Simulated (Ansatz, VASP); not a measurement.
# MnS: VASP beside Ansatz, part 2 of 2

Aim: how closely do two programs agree when they are given the same cell, functional and k mesh?

VASP 6.6.1 and Ansatz 0.2.0.

So far. Step 2 (VASP: single point, LDA, DFT+U): At this level the cell is under a tension of 3.8 GPa, so at these settings it is away from equilibrium.

The database entry behind the starting cell differs from later determinations by our own check (an axis about 0.2 % short against later determinations), so it need not match the best structure at ambient conditions.

## 3. Ansatz: single point, LDA, DFT+U

Level of this step: Ansatz beside VASP: Kohn-Sham DFT, plane waves, LDA, DFT+U (Ansatz).

Ansatz runs on its default PAW (the set named soft_2) files.

The same cell, functional (in two slightly different forms), mesh and smearing now go to Ansatz, which takes its cutoff from its data sets.

Input file input.yaml:

```yaml
crystal:
  lattice:
    - [0.0, 5.209, 5.209]
    - [2.6045, 2.6045, 5.209]
    - [2.6045, 2.6045, 0.0]
  atoms:
    - { symbol: Mn, position: [0.0, 0.0, 0.0], spin: 4.0 }
    - { symbol: Mn, position: [0.5, 0.0, 0.0], spin: -4.0 }
    - { symbol: S, position: [0.0, 0.5, 0.5] }
    - { symbol: S, position: [0.5, 0.5, 0.5] }
hamiltonian:
  xc: lda
  pseudopotentials: { kind: paw }
  hubbard: { sites: [{ species: Mn, l: d, u_eff: 4.0 }] }
magnetization:
  spin_polarized: true
kpoints:
  mp_grid: { grid: [7, 7, 7] }
scf:
  occupations: { method: fermi_dirac, width: 0.05 }
  n_extra_bands: 11
output:
  forces: true
  stress: true
  eigenvalues: true
  write_density: true
  write_potential: true
  elf: true
  volumetric_format: npy
```

On the command line:

```console
> ansatz run input.yaml --threads 2 --pin off --max-ram 4608MiB --backend cpu --events-out ev --progress --plain --runs-dir out
```

Numbers of over 12 decimals in the logs are rounded to 6 here.

What it wrote:

```text
Mn: projections on atomic orbitals take those of the free atom [Ne] 3s2 3p6 3d5 4s2, of charge +0.00 (hamiltonian.pseudopotentials.projection_atoms); the dataset's partial waves leave at most 9.0e-7 of an orbital's norm unspanned inside its sphere
S: projections on atomic orbitals take those of the free atom [Ne] 3s2 3p4, of charge +0.00 (hamiltonian.pseudopotentials.projection_atoms); the dataset's partial waves leave at most 1.6e-7 of an orbital's norm unspanned inside its sphere
scf.n_extra_bands = 11 over 21 filled bands (N_el = 42.0): the run solves 32 bands
Engine: ansatz 0.2.0, aarch64-unknown-linux-gnu
Pseudopotentials: kind: paw
Pseudopotential: Mn, paw, valence charge 15, recommended cutoff 420 eV (normal), Mn.paw.azcp
Pseudopotential: S, paw, valence charge 6, recommended cutoff 420 eV (normal), S.paw.azcp
Functional definition: SPW92
  exchange = slater_x
  correlation = pw_c
Crystal: 4 atoms, lattice volume = 70.670 Å³
Basis set: ecut = 420 eV, 1393 PW (Γ)
Bands: 32, of which v1, the nominal top of the filled ones, is band 21 counted from 1 (20 counted from 0)
Symmetry: 16 space group operations
Space group: P4/mmm (ITA 123), of the structure as read, at distance tolerance 4.1e-5 Å
Magnetic group: BNS 123.350 (UNI 1010), of the structure as read, at distance tolerance 4.1e-5 Å
k-points: 40 of 343
Non-local potential: Mn, projectors of the file, l = 0: 3, l = 1: 2, l = 2: 3, l = 3: 1
Non-local potential: S, projectors of the file, l = 0: 2, l = 1: 2, l = 2: 2
PAW form: soft (Blöchl's): semilocal exchange-correlation on the pseudo side does not see the compensation charge
PAW frozen core: Mn, regenerated for the run's functional, and the local potential with it (the file was generated under x = pbe(κ = 0.804, μ = 0.219515), c = pbe(β = 0.066725))
PAW frozen core: S, regenerated for the run's functional, and the local potential with it (the file was generated under x = pbe(κ = 0.804, μ = 0.219515), c = pbe(β = 0.066725))
PAW one-centre angular grid: Mn, 590 points (default); XC on 64 Gauss nodes
PAW one-centre angular grid: S, 110 points (default); XC on 64 Gauss nodes
Initial density: superposition of atomic densities (chi_scale 0.1, normalization cell, long waves kept (reshape's long-wave potential 0.00 eV rms))
Starting moments: Σ|m| = 8 μB on 2 of 4 sites
Starting magnetic order: antiferromagnet; a translation exchanges its spin sublattices: spin-degenerate at every k-point
Initial wavefunctions: pseudopotential atomic-orbital guess
Functional: x = slater, c = lda
SCF iter   1: F=—  HF=-9420.675562 eV  |F-HF|=—  |Δ(HF+E_count)|=         —  Δρ=6.19e-2 (↑6.19e-2 ↓6.19e-2)  dr2=4.65e0  dr2_m=1.28e0  M=0.000 μB ∫|m|=9.172 μB  β_m=1.00  ethr=3.10e-3  ⟨swp⟩=4.0  Hψ=4771  notcnv=0
preconditioner: auto → Resta (q_TF=auto, 2.502 Å⁻¹)  ε∞=6.7  [insulator: Δε(μ)=0.234 eV  Ē_g=9.447 eV  σ=0.050 eV  W_gap=0.67  n_scr=20 (ndim 8)  ℏωp=22.5 eV  f_vac=0.000  D(μ)=0.74/eV (n_scr^D=2)  ε∞_Penn≈6.7]
spin=Collinear: Resta preconditioning applied to the charge; magnetization (m = ρ↑ − ρ↓) channel mixes plain (no charge-response kernel on spin).
SCF iter   2: F=—  HF=-9419.852946 eV  |F-HF|=—  |Δ(HF+E_count)|=   8.23e-1  Δρ=1.79e-2 (↑1.79e-2 ↓1.79e-2)  dr2=4.51e-1  dr2_m=9.82e-2  M=0.000 μB ∫|m|=9.525 μB  β_m=1.00  ethr=3.10e-3  ⟨swp⟩=2.8  Hψ=2888  notcnv=0  defer=84
SCF iter   3: F=—  HF=-9420.099901 eV  |F-HF|=—  |Δ(HF+E_count)|=   2.47e-1  Δρ=6.90e-3 (↑6.90e-3 ↓6.90e-3)  dr2=1.05e-1  dr2_m=4.11e-3  M=0.000 μB ∫|m|=9.588 μB  β_m=1.00  ethr=1.07e-3  ⟨swp⟩=2.2  Hψ=1893  notcnv=0  defer=112
SCF iter   4: F=—  HF=-9420.338553 eV  |F-HF|=—  |Δ(HF+E_count)|=   2.39e-1  Δρ=3.05e-3 (↑3.05e-3 ↓3.05e-3)  dr2=1.50e-2  dr2_m=6.00e-4  M=0.000 μB ∫|m|=9.614 μB  β_m=0.30  ethr=2.51e-4  ⟨swp⟩=2.8  Hψ=2055  notcnv=0  defer=114
Mixer restart at iter 4: flushing history
spin-set hold released at iteration 4 (site moments contracting): the magnetisation degrees of freedom join the quasi-Newton model from the next iteration; the mixer history was flushed
SCF iter   5: F=—  HF=-9420.474054 eV  |F-HF|=—  |Δ(HF+E_count)|=   1.36e-1  Δρ=1.74e-3 (↑1.74e-3 ↓1.74e-3)  dr2=5.35e-3  dr2_m=2.27e-4  M=0.000 μB ∫|m|=9.620 μB  β_m=0.65  ethr=3.58e-5  ⟨swp⟩=2.4  Hψ=2111  notcnv=0  defer=133
SCF iter   6: F=—  HF=-9420.607774 eV  |F-HF|=—  |Δ(HF+E_count)|=   1.34e-1  Δρ=8.27e-4 (↑8.27e-4 ↓8.27e-4)  dr2=1.48e-3  dr2_m=4.16e-5  M=0.000 μB ∫|m|=9.637 μB  β_m=0.61  ethr=1.27e-5  ⟨swp⟩=2.0  Hψ=2446  notcnv=0  defer=152
SCF iter   7: F=—  HF=-9420.607358 eV  |F-HF|=—  |Δ(HF+E_count)|=   4.16e-4  Δρ=3.90e-4 (↑3.90e-4 ↓3.90e-4)  dr2=7.49e-5  dr2_m=7.62e-5  M=0.000 μB ∫|m|=9.637 μB  β_m=0.76  ethr=3.53e-6  ⟨swp⟩=2.0  Hψ=2153  notcnv=0  defer=151
SCF iter   8: F=—  HF=-9420.607381 eV  |F-HF|=—  |Δ(HF+E_count)|=   2.29e-5  Δρ=8.21e-5 (↑8.21e-5 ↓8.21e-5)  dr2=7.69e-6  dr2_m=2.33e-6  M=0.000 μB ∫|m|=9.636 μB  β_m=0.88  ethr=1.78e-7  ⟨swp⟩=2.7  Hψ=1881  notcnv=0  defer=155
SCF iter   9: F=—  HF=-9420.607383 eV  |F-HF|=—  |Δ(HF+E_count)|=   2.10e-6  Δρ=1.29e-5 (↑1.29e-5 ↓1.29e-5)  dr2=5.06e-7  dr2_m=6.30e-9  M=0.000 μB ∫|m|=9.636 μB  β_m=0.94  ethr=1.83e-8  ⟨swp⟩=2.0  Hψ=1560  notcnv=0  defer=155
iter 10 met the thresholds in force, and the SCF goes on: an eigenvalue changes by 0.501 meV, over its tolerance of 0.500 meV (output.eigenvalues, Limitations)
SCF iter  10: F=-9420.607383 eV  HF=-9420.607383 eV  |F-HF|=1.60e-8  |Δ(HF+E_count)|=   1.27e-7  Δρ=4.67e-6 (↑4.67e-6 ↓4.67e-6)  dr2=2.83e-8  dr2_m=2.48e-9  M=0.000 μB ∫|m|=9.636 μB  β_m=0.97  ethr=2.38e-10  ⟨swp⟩=12.1  Hψ=8728  notcnv=0
SCF iter  11: F=-9420.607383 eV  HF=-9420.607383 eV  |F-HF|=2.26e-10  |Δ(HF+E_count)|=   3.83e-9  Δρ=5.59e-7 (↑5.59e-7 ↓5.59e-7)  dr2=5.01e-10  dr2_m=7.43e-11  M=0.000 μB ∫|m|=9.636 μB  ethr=6.74e-11  ⟨swp⟩=5.0  Hψ=6041  notcnv=0
SCF 1 converged in 11 iterations: F = -9420.607383 eV  dr2 = 5.01e-10
  greatest PAW one-centre occupation: 1.004 electrons in one spin orbital (limit 2), on the Mn atom at site 1 (counted from 0), in its partial waves of l = 1
SCF converged after 11 iterations
an eigenvalue changed by more than its tolerance at an iteration that met the thresholds in force, so the SCF went on 1 time: the last check found none over its tolerance
Magnetization: 0.0000 μB (21.0000 up, 21.0000 down)
Absolute magnetization: 9.6366 μB (∫|ρ↑−ρ↓|, with the PAW one-centre terms)
Spin contamination: 4.9818 ħ² per cell (⟨S²⟩ above its minimum at these occupations)
Per-site moments (μB) at R_I (Å): [(4.440666, 1.074356), (-4.440666, 1.074356), (-0.043940, 1.074356), (0.043940, 1.074356)]
Free energy (F): -9420.607383 eV
Harris-Foulkes:  -9420.607383 eV  (|F-HF|=2.26e-10)
Internal energy: -9420.607383 eV  (E = F + TS)
E sigma→0 (E₀):  -9420.607383 eV
Entropy (-TS):   -0.000000 eV (-0.000 meV/atom)
Fermi energy:    10.394866 eV
--- Per-component energies (eV) ---
  E_band       = -625.082177
  E_kinetic    = 810.768405
  E_local      = -4912.132659  (includes V_loc(G=0)·N_el)
  E_nonlocal   = 572.414356
  E_hartree    = 2003.516507
  E_xc         = -412.253283
  E_vxc        = -458.199138  (∫ρ·V_xc dr)
  E_hubbard    = 1.243521  (on-site DFT+U / exact-exchange correction)
  E_vhub       = -18.636747  (the Hubbard potential's part of the band-sum identity)
  E_paw        = -3635.010163  (= ΣΔE_a)
  E_vpaw       = -626.328389  (= ΣTr[D̂ρ^β])
  E_aug_tail   = -0.000017  (compensation charges beyond the density's cutoff)
  E_ewald      = -3850.228351
  E_core_change = 1.074301  (= ΣΔE_core)
  E_smearing   = -0.000000  (= −TS)
  E_closure    = 0.000000  (closes the sum)
  Σ components = -9420.607383   (vs F -9420.607383, Δ=0.00e0)
--- Forces (eV/Å), atoms counted from 1 ---
  atom   1  Mn     0.00000000     0.00000000    -0.00000000
  atom   2  Mn    -0.00000000    -0.00000000     0.00000000
  atom   3  S      0.00000000    -0.00000000     0.00000000
  atom   4  S      0.00000000    -0.00000000     0.00000000
  max |Σ_I F_I| component: 3.00e-29 eV/Å
--- Stress (GPa, compression-positive) ---
       -2.631628       0.000000       0.000000
        0.000000      -2.631628       0.000000
       -0.000000       0.000000      -2.514483
  P = ⅓ Tr σ = -2.5926 GPa (-25.926 kbar)
--- Band table (eV; the first three rows and the last of 80) ---
  k-point 0 ↑: bands = [... 17 lower, 6.9030, 8.5453, 8.5469, 8.5469, 11.0381, 11.0883, 11.7885, 12.2467, ... 7 higher]
  k-point 1 ↑: bands = [... 17 lower, 7.2022, 7.3451, 8.5272, 8.5864, 11.4204, 11.9059, 12.1312, 12.3970, ... 7 higher]
  k-point 2 ↑: bands = [... 17 lower, 6.8330, 7.5146, 8.8880, 8.9307, 12.0272, 12.3735, 12.6375, 12.9909, ... 7 higher]
  k-point 39 ↓: bands = [... 17 lower, 7.3843, 7.5023, 8.0764, 8.0764, 11.0881, 11.7846, 12.3364, 12.7492, ... 7 higher]
Occupation matrices written to <dir>
```

Run time: 12 s. Hardware: 2 threads of Arm Neoverse N1, shared host; peak memory 0.48 GiB.

In the SCF lines HF is the Harris–Foulkes energy and dr2 the Hartree energy of the density residual, in eV; the loop may stop once dr2 is under the threshold and the program's other checks hold. Hψ counts applications of the Hamiltonian.

The run ends at a pressure of -2.59 GPa.

## 4. Comparison

Known differences besides the potentials themselves: U acts on the PAW sphere in VASP and on atomic orbitals in Ansatz, so only states and trends compare; the two LDA forms differ slightly; the data sets hold 42 valence electrons in Ansatz (default PAW (the set named soft_2) files) and 38 in VASP; the cutoff is 420 eV in Ansatz and 400 eV in VASP; Ansatz makes its cores anew for this functional, VASP keeps those of its PBE data sets; VASP's log shows a relativistic correction to its local exchange, Ansatz's none; site moments are counted in spheres of each program's own size. Total energies have different zeros and are not compared.

Both answers:

| quantity | Ansatz | VASP | difference |
| --- | --- | --- | --- |
| pressure (GPa) | -2.59 | -3.83 | +1.23 |
| gap on the k mesh (eV) | 1.254 | 1.015 | +0.239 |
| moment on Mn1 (μB) | 4.44 | 4.52 | -0.08 |
| moment on Mn2 (μB) | -4.44 | -4.52 | +0.08 |

A gap on the mesh is an upper bound, since the band edges may lie between its points.

## 5. Results

| Quantity | Value |
| --- | --- |
| difference in gap on the k mesh (single point, LDA, DFT+U) | 0.24 eV |
| difference in pressure (single point, LDA, DFT+U) | 1.2 GPa |

The difference in gap on the k mesh is 0.24 eV (single point, LDA, DFT+U). How closely two codes agree says nothing of how well the functional describes the real material.

[Lines on the potential files, build, host, timing and source positions are cut from VASP's logs without a mark.]

[Logs are printed without paths, hosts, clocks, repeated set-up lines and the standing remarks that a program may print on its own settings, such as how far it seeks lower states.]

[Hosts, paths, dates, database ids (printed as entryN), source tags and the programs' standing remarks are cut or masked in the printed files.]
